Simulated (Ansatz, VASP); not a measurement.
# TiC: VASP beside Ansatz, part 2 of 2

One calculation is typed for both programs; each brings its own data sets. How far apart do they land? The cell is taken from a series of runs on this material, whose earlier steps may have relaxed, scaled, displaced or heated it; both programs get it as it stands.

VASP 6.6.1 and Ansatz 0.2.0.

So far: Set-up; VASP: elastic constants, BLYP.

## Step 3: Ansatz: elastic constants, BLYP

Level of this step: Ansatz beside VASP: Kohn-Sham DFT, plane waves, BLYP (Ansatz).

Ansatz runs on its default PAW (the set named soft_2) files.

The same cell, functional (in two slightly different forms), mesh and smearing now go to Ansatz, which takes its cutoff from its data sets.

input.yaml reads:

```yaml
crystal:
  lattice:
    - [0.0, 2.1899206396, 2.1899206396]
    - [2.1899206396, 0.0, 2.1899206396]
    - [2.1899206396, 2.1899206396, 0.0]
  atoms:
    - { symbol: Ti, position: [0.5, 0.5, 0.5] }
    - { symbol: C, position: [0.0, 0.0, 0.0] }
kpoints:
  mp_grid: { grid: [24, 24, 24] }
hamiltonian:
  xc: blyp
scf:
  occupations: { method: methfessel_paxton, width: 0.25 }
output:
  forces: true
  stress: true
  eigenvalues: true
elastic:
  mode: relaxed_ion
  stencil: two_point
  amplitude: 0.01
```

Started as:

```sh
ansatz run input.yaml --threads 4 --pin off --max-ram 16384MiB --backend cpu --events-out ev --progress --plain --runs-dir out
```

Numbers of over 12 decimals in the logs are rounded to 6 here.

Log:

```text
Engine: ansatz 0.2.0, x86_64-unknown-linux-gnu
Pseudopotentials: kind: paw
Pseudopotential: Ti, paw, valence charge 12, recommended cutoff 420 eV (normal), Ti.paw.azcp
Pseudopotential: C, paw, valence charge 4, recommended cutoff 420 eV (normal), C.paw.azcp
Functional definition: BLYP
  parameter beta = 0.0042
  parameter a = 0.04918
  parameter b = 0.132
  parameter c = 0.2533
  parameter d = 0.349
  exchange = b88_x(beta = beta)
  correlation = lyp_c(a = a, b = b, c = c, d = d)
Crystal: 2 atoms, lattice volume = 21.005 Å³
Basis set: ecut = 420 eV, 411 PW (Γ), exchange–correlation on 48×48×48 points (8 copies of the dense FFT grid, shifted against one another)
Bands: 12, of which v1, the nominal top of the filled ones, is band 8 counted from 1 (7 counted from 0)
Symmetry: 48 space group operations
Space group: Fm-3m (ITA 225), of the structure as read, at distance tolerance 2.8e-5 Å
k-points: 413 of 13824
Non-local potential: Ti, projectors of the file, l = 0: 3, l = 1: 2, l = 2: 3, l = 3: 1
Non-local potential: C, projectors of the file, l = 0: 2, l = 1: 2, l = 2: 1
PAW form: soft (Blöchl's): semilocal exchange-correlation on the pseudo side does not see the compensation charge
PAW frozen core: Ti, regenerated for the run's functional, and the local potential with it (the file was generated under x = pbe(κ = 0.804, μ = 0.219515), c = pbe(β = 0.066725))
PAW frozen core: C, regenerated for the run's functional, and the local potential with it (the file was generated under x = pbe(κ = 0.804, μ = 0.219515), c = pbe(β = 0.066725))
PAW one-centre angular grid: Ti, 590 points (default); XC on 64 Gauss nodes
PAW one-centre angular grid: C, 110 points (default); XC on 64 Gauss nodes
Initial density: superposition of atomic densities (neutral atoms: chi_scale 0, normalization atom), corrected by the library's trained network
Initial wavefunctions: pseudopotential atomic-orbital guess
Functional: x = b88, c = lyp
SCF iter   1: F=—  HF=-2759.340432 eV  |F-HF|=—  |Δ(HF+E_count)|=         —  Δρ=1.98e-2  dr2=8.32e-2  ethr=1.77e-3  ⟨swp⟩=4.3  Hψ=22387  notcnv=0
preconditioner: auto → none  [metal: Δε(μ)=0.009 eV  Ē_g=7.524 eV  σ=0.250 eV  W_gap=0.03  n_scr=8 (ndim 8)  ℏωp=22.9 eV  f_vac=0.000  D(μ)=0.27/eV (n_scr^D=0)  sad-step TF]
SCF iter   2: F=—  HF=-2759.322482 eV  |F-HF|=—  |Δ(HF+E_count)|=   1.80e-2  S|Δr|=    0.00e0  Δρ=1.13e-2  dr2=2.94e-2  ethr=5.20e-4  ⟨swp⟩=1.0  Hψ=8260  notcnv=0
SCF iter   3: F=—  HF=-2759.315272 eV  |F-HF|=—  |Δ(HF+E_count)|=   7.21e-3  S|Δr|=    0.00e0  Δρ=7.50e-4  dr2=9.67e-5  ethr=1.84e-4  ⟨swp⟩=2.0  Hψ=6603  notcnv=0
SCF iter   4: F=—  HF=-2759.315328 eV  |F-HF|=—  |Δ(HF+E_count)|=   5.64e-5  S|Δr|=    0.00e0  Δρ=2.14e-4  dr2=6.40e-6  ethr=6.05e-7  ⟨swp⟩=2.3  Hψ=8195  notcnv=0
SCF iter   5: F=—  HF=-2759.315331 eV  |F-HF|=—  |Δ(HF+E_count)|=   3.31e-6  S|Δr|=    0.00e0  Δρ=1.72e-5  dr2=5.97e-8  ethr=4.00e-8  ⟨swp⟩=3.0  Hψ=8457  notcnv=0
SCF iter   6: F=—  HF=-2759.315331 eV  |F-HF|=—  |Δ(HF+E_count)|=   3.32e-8  S|Δr|=    0.00e0  Δρ=2.13e-6  dr2=8.00e-10  ethr=3.73e-10  ⟨swp⟩=2.9  Hψ=8431  notcnv=0
SCF iter   7: F=—  HF=-2759.315331 eV  |F-HF|=—  |Δ(HF+E_count)|=  3.93e-10  S|Δr|=    0.00e0  Δρ=1.27e-7  dr2=1.67e-12  ethr=5.00e-12  ⟨swp⟩=2.9  Hψ=8376  notcnv=0
SCF iter   8: F=-2759.315331 eV  HF=-2759.315331 eV  |F-HF|=0.00e0  |Δ(HF+E_count)|=  5.46e-12  S|Δr|=    0.00e0  Δρ=7.44e-9  dr2=7.13e-15  ethr=1.00e-12  ⟨swp⟩=4.9  Hψ=16742  notcnv=0
the search or the solves at the SCF's close seem to have found levels that the self-consistency loop had missed (the run counts 1). By its estimate they hold under 1e-12 electrons; where the run keeps them, the occupations were computed again with them
SCF 1 converged in 8 iterations: F = -2759.315331 eV  dr2 = 7.13e-15
  greatest PAW one-centre occupation: 0.999 electrons in one spin orbital (limit 2), on the Ti atom at site 0 (counted from 0), in its partial waves of l = 0
Crystal: 2 atoms, lattice volume = 20.795 Å³
Symmetry: 16 space group operations
k-points: 1063 of 13824
Initial density: handed on by an earlier stage of this run
Initial wavefunctions: those handed on with the density
iter 1 solved again at ethr=1.70e-5 eV; its pass at ethr=3.10e-3 eV (dr2=2.72e-3 eV) is discarded
SCF iter   1: F=—  HF=-2759.312912 eV  |F-HF|=—  |Δ(HF+E_count)|=         —  Δρ=3.45e-3  dr2=2.74e-3  ethr=1.70e-5  ⟨swp⟩=1.3  Hψ=85053  notcnv=0
preconditioner: auto → none  [metal: Δε(μ)=0.005 eV  Ē_g=7.607 eV  σ=0.250 eV  W_gap=0.02  n_scr=8 (ndim 8)  ℏωp=23.0 eV  f_vac=0.000  D(μ)=0.28/eV (n_scr^D=0)]
[...]
SCF 2 converged in 8 iterations: F = -2759.312239 eV  dr2 = 4.82e-15
Crystal: 2 atoms, lattice volume = 21.215 Å³
[...]
preconditioner: auto → none  [metal: Δε(μ)=0.001 eV  Ē_g=7.465 eV  σ=0.250 eV  W_gap=0.00  n_scr=8 (ndim 8)  ℏωp=22.8 eV  f_vac=0.000  D(μ)=0.29/eV (n_scr^D=0)]
[...]
SCF 3 converged in 6 iterations: F = -2759.312476 eV  dr2 = 1.03e-14
Crystal: 2 atoms, lattice volume = 21.004 Å³
Symmetry: 8 space group operations
k-points: 1963 of 13824
[...]
preconditioner: auto → none  [metal: Δε(μ)=0.005 eV  Ē_g=7.528 eV  σ=0.250 eV  W_gap=0.02  n_scr=8 (ndim 8)  ℏωp=22.9 eV  f_vac=0.000  D(μ)=0.29/eV (n_scr^D=0)]
[...]
SCF iter   5: F=—  HF=-2759.314232 eV  |F-HF|=—  |Δ(HF+E_count)|=  6.09e-10  S|Δr|=    0.00e0  Δρ=5.48e-7  dr2=4.12e-11  ethr=7.52e-12  ⟨swp⟩=2.1  Hψ=32903  notcnv=0
SCF iter   6: F=—  HF=-2759.314232 eV  |F-HF|=—  |Δ(HF+E_count)|=  1.86e-11  S|Δr|=    0.00e0  Δρ=9.26e-8  dr2=8.45e-13  ethr=2.58e-13 (applied; sched 1.00e-12)  ⟨swp⟩=2.1  Hψ=38009  notcnv=0
SCF iter   7: F=-2759.314232 eV  HF=-2759.314232 eV  |F-HF|=4.55e-13  |Δ(HF+E_count)|=  2.27e-12  S|Δr|=    0.00e0  Δρ=2.40e-8  dr2=4.58e-14  ethr=1.00e-12  ⟨swp⟩=4.5  Hψ=73187  notcnv=0
SCF 4 converged in 7 iterations: F = -2759.314232 eV  dr2 = 4.58e-14
iter 1 solved again at ethr=8.60e-9 eV; its pass at ethr=3.10e-3 eV (dr2=1.38e-6 eV) is discarded
SCF iter   1: F=—  HF=-2759.314228 eV  |F-HF|=—  |Δ(HF+E_count)|=         —  Δρ=8.02e-5  dr2=1.14e-6  ethr=8.60e-9  ⟨swp⟩=2.0  Hψ=143661  notcnv=0
preconditioner: auto → none  [metal: Δε(μ)=0.005 eV  Ē_g=7.527 eV  σ=0.250 eV  W_gap=0.02  n_scr=8 (ndim 8)  ℏωp=22.9 eV  f_vac=0.000  D(μ)=0.29/eV (n_scr^D=0)]
SCF iter   2: F=—  HF=-2759.314231 eV  |F-HF|=—  |Δ(HF+E_count)|=   3.61e-6  S|Δr|=    0.00e0  Δρ=3.46e-5  dr2=1.68e-7  ethr=7.11e-9  ⟨swp⟩=1.6  Hψ=24714  notcnv=0
SCF iter   3: F=—  HF=-2759.314232 eV  |F-HF|=—  |Δ(HF+E_count)|=   9.73e-7  S|Δr|=    0.00e0  Δρ=3.94e-6  dr2=1.49e-9  ethr=1.05e-9  ⟨swp⟩=1.8  Hψ=25939  notcnv=0
SCF iter   4: F=—  HF=-2759.314232 eV  |F-HF|=—  |Δ(HF+E_count)|=   1.50e-8  S|Δr|=    0.00e0  Δρ=3.76e-7  dr2=1.90e-11  ethr=9.30e-12  ⟨swp⟩=2.3  Hψ=31106  notcnv=0
SCF iter   5: F=—  HF=-2759.314232 eV  |F-HF|=—  |Δ(HF+E_count)|=  5.00e-12  S|Δr|=    0.00e0  Δρ=1.26e-7  dr2=2.26e-12  ethr=1.19e-13 (applied; sched 1.00e-12)  ⟨swp⟩=2.3  Hψ=37390  notcnv=0
SCF iter   6: F=-2759.314232 eV  HF=-2759.314232 eV  |F-HF|=4.55e-13  |Δ(HF+E_count)|=  6.82e-12  S|Δr|=    0.00e0  Δρ=1.18e-8  dr2=1.57e-14  ethr=1.00e-12  ⟨swp⟩=2.9  Hψ=84387  notcnv=0
SCF 5 converged in 6 iterations: F = -2759.314232 eV  dr2 = 1.57e-14
SCF converged after 8 iterations
Stability not checked: this state was not tested for a lower state beside it, because cold or Methfessel-Paxton smearing, or corrected tetrahedra, fill the levels in a way that the test cannot read (fill_not_monotonic; see scf.lower_state_search)
Free energy (F): -2759.315331 eV
Harris-Foulkes:  -2759.315331 eV  (|F-HF|=0.00e0)
Internal energy: -2759.315840 eV  (E = F + TS)
E sigma→0 (E₀):  -2759.315459 eV
Entropy (-TS):   0.000509 eV (0.254 meV/atom)
Fermi energy:    14.566945 eV
--- Per-component energies (eV) ---
  E_band       = -113.244454
  E_kinetic    = 362.066660
  E_local      = -800.239443  (includes V_loc(G=0)·N_el)
  E_nonlocal   = 33.178648
  E_hartree    = 323.267191
  E_xc         = -144.205667
  E_vxc        = -179.725643  (∫ρ·V_xc dr)
  E_paw        = -1155.535618  (= ΣΔE_a)
  E_vpaw       = -175.059207  (= ΣTr[D̂ρ^β])
  E_aug_tail   = 0.000145  (compensation charges beyond the density's cutoff)
  E_ewald      = -1377.866346
  E_core_change = 0.018589  (= ΣΔE_core)
  E_smearing   = 0.000509  (= −TS)
  E_closure    = -0.000000  (closes the sum)
  Σ components = -2759.315331   (vs F -2759.315331, Δ=0.00e0)
--- Forces (eV/Å), atoms counted from 1 ---
  atom   1  Ti     0.00000000    -0.00000000     0.00000000
  atom   2  C     -0.00000000     0.00000000     0.00000000
  max |Σ_I F_I| component: 4.73e-29 eV/Å
--- Stress (GPa, compression-positive) ---
        0.001103      -0.000000       0.000000
       -0.000000       0.001103      -0.000000
        0.000000      -0.000000       0.001103
  P = ⅓ Tr σ = 0.0011 GPa (0.011 kbar)
--- Band table (eV; the first three rows and the last of 413) ---
  k-point 0: bands = [... 4 lower, 2.4406, 15.2318, 15.2318, 15.2318, 16.1272, 16.1272, 16.1304, 16.1304]
  k-point 1: bands = [... 4 lower, 2.4780, 15.0202, 15.1660, 15.1660, 15.6168, 15.6168, 16.2549, 16.7600]
  k-point 2: bands = [... 4 lower, 2.5889, 14.5529, 14.7711, 14.7711, 15.5052, 15.5052, 16.4745, 17.4242]
  k-point 412: bands = [... 4 lower, 5.1328, 11.6184, 11.6184, 11.9318, 17.1835, 17.1835, 17.8152, 19.2645]
--- Elastic constants: 2 strain directions × 2 members + reference (group order 48) ---
  dense FFT box of the reference and of every strained cell: 24×24×24
  strains applied: 11, 23; error gains: componentwise 1.00 (the most a stress slope's error grows in a printed constant), spectral 1.73 (1 for all six strains in a standard setting)
  C = ∂σ_k/∂η_j (tension-positive GPa; Voigt order 11 22 33 23 13 12):
       453.240    121.231    121.231      0.000      0.000     -0.000
       121.231    453.240    121.231     -0.000      0.000      0.000
       121.231    121.231    453.240     -0.000     -0.000      0.000
         0.000      0.000      0.000    166.804     -0.000     -0.000
         0.000      0.000     -0.000     -0.000    166.804      0.000
        -0.000      0.000      0.000     -0.000     -0.000    166.804
  reference stress σ⁰ (GPa):     -0.001     -0.001     -0.001      0.000     -0.000      0.000
  C* (energy form; C + prestress term) asymmetry max|C*_kj − C*_jk| = 1.421e-14 GPa — a small one proves nothing (zero by symmetry where the batch's group is 432, −43m or m−3m); a large one is finite-difference/SCF noise where every solve meets its electron count
  moduli (Voigt/Reuss/Hill, GPa): K = 231.90/231.90/231.90   G = 166.48/166.48/166.48   E = 403.01   ν = 0.210
  mechanically stable: yes (min eigenvalue of sym C = 166.80 GPa)
  strain η (Voigt 11):  stress-route row diagonal C_11 = 453.24 GPa, energy-path curvature d²(F+E_count+ΔE)/dδ²/Ω₀ = 452.90 GPa
         δ    σ_11 (GPa)             F (eV)   n_scf  n_hpsi   n_pw
    -1.000e-2      -4.7979       -2759.3122393       8  236006    424   relax 0 steps, max|allowed force component| 6.35e-29 eV/Å
     1.000e-2       4.2669       -2759.3124757       6  199015    431   relax 0 steps, max|allowed force component| 8.28e-30 eV/Å
  strain η (Voigt 23):  stress-route row diagonal C_44 = 166.80 GPa, energy-path curvature d²(F+E_count+ΔE)/dδ²/Ω₀ = 166.82 GPa
         δ    σ_23 (GPa)             F (eV)   n_scf  n_hpsi   n_pw
    -1.000e-2      -1.6680       -2759.3142323       7  415768    425   relax 0 steps, max|allowed force component| 5.32e-29 eV/Å
     1.000e-2       1.6680       -2759.3142323       6  372979    425   relax 0 steps, max|allowed force component| 4.74e-29 eV/Å
```

In the SCF lines HF is the Harris–Foulkes energy and dr2 the Hartree energy of the density residual, in eV; the loop may stop once dr2 is under the threshold and the program's other checks hold. Hψ counts applications of the Hamiltonian.

## Step 4: Differences

Known differences besides the potentials themselves: the cutoff is 420 eV in Ansatz and 600 eV in VASP; Ansatz makes its cores anew for this functional, VASP keeps those of its PBE data sets; VASP's log shows a relativistic correction to its local exchange, Ansatz's none; VASP takes each elastic constant from one size of strain, Ansatz from those that its log lists. Total energies have different zeros and are not compared.

Compared:

| quantity | Ansatz | VASP | difference |
| --- | --- | --- | --- |
| C11 (GPa) | 453.2 | 456.1 | -0.63 % |
| C22 (GPa) | 453.2 | 456.1 | -0.63 % |
| C33 (GPa) | 453.2 | 456.1 | -0.63 % |
| C12 (GPa) | 121.2 | 119.2 | +1.75 % |
| C13 (GPa) | 121.2 | 119.2 | +1.75 % |
| C23 (GPa) | 121.2 | 119.2 | +1.75 % |
| C44 (GPa) | 166.8 | 165.8 | +0.63 % |
| C55 (GPa) | 166.8 | 165.8 | +0.63 % |
| C66 (GPa) | 166.8 | 165.8 | +0.63 % |

## Step 5: What came out

| Item | Value |
| --- | --- |
| difference in C12 (elastic constants, BLYP) | 1.7 % |

The difference in C12 is 1.7 % (elastic constants, BLYP), within the 5 % picked in this series as the mark of a large difference. 1 further run of this series is not shown here. How closely two codes agree says nothing of how well the functional describes the real material.

[Lines on the potential files, build, host, timing and source positions are cut from VASP's logs without a mark.]

[Logs are printed without paths, hosts, clocks, repeated set-up lines and the standing remarks that a program may print on its own settings, such as how far it seeks lower states.]

[Hosts, paths, dates, database ids (printed as entryN), source tags and the programs' standing remarks are cut or masked in the printed files.]
